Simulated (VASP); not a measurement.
Given:

```yaml
crystal:
  lattice:
    - [0.00000, 2.42537, 2.47487]
    - [2.42537, 0.00000, 2.47487]
    - [2.42537, 2.42537, 0.00000]
  atoms:
    - { symbol: Bi, position: [0.00000, 0.00000, 0.00000] }
```

Level of theory: PBEsol GGA, VASP's PBE PAW potentials (set 64) (plane waves; VASP 6.6.1). Settings: 480 eV cut-off, 12×12×12 Γ-centred mesh, first-order Methfessel-Paxton smearing of 0.10 eV, potentials Bi_d.

**Question.** Give the stress tensor in GPa (positive for a compressed cell).

**Answer.** 
```
2.09  0.00  0.00
0.00  2.09  0.00
0.00  0.00  2.32
```
The pressure is its mean diagonal, 2.17 GPa.

The structure was generated: Bi was put into the fcc type (Fm-3m), which need not be its known phase. This cell was strained or had an atom moved on purpose.
